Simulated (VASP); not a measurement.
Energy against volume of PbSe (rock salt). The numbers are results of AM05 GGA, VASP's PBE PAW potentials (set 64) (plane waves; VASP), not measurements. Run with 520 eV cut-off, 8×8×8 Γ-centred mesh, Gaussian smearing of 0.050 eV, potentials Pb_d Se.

```csv
V (Å³/atom),E (eV/atom)
26.933,-4.15438
27.793,-4.16908
28.653,-4.17407
29.512,-4.17084
```

**Question.** Fit these four points and predict the energy of the run at 30.372 Å³/atom.

**Answer.** A cubic in V^(−2/3), the third-order Birch-Murnaghan form, passes through the four points with V0 = 28.72 Å³/atom and B0 = 50 GPa, and gives -4.1606 eV/atom there. The run gave -4.1606 eV/atom, +0.0 meV/atom from the fit; all five points give B0 = 50 GPa.

The compound is PbSe in the rock salt structure. It was relaxed first.
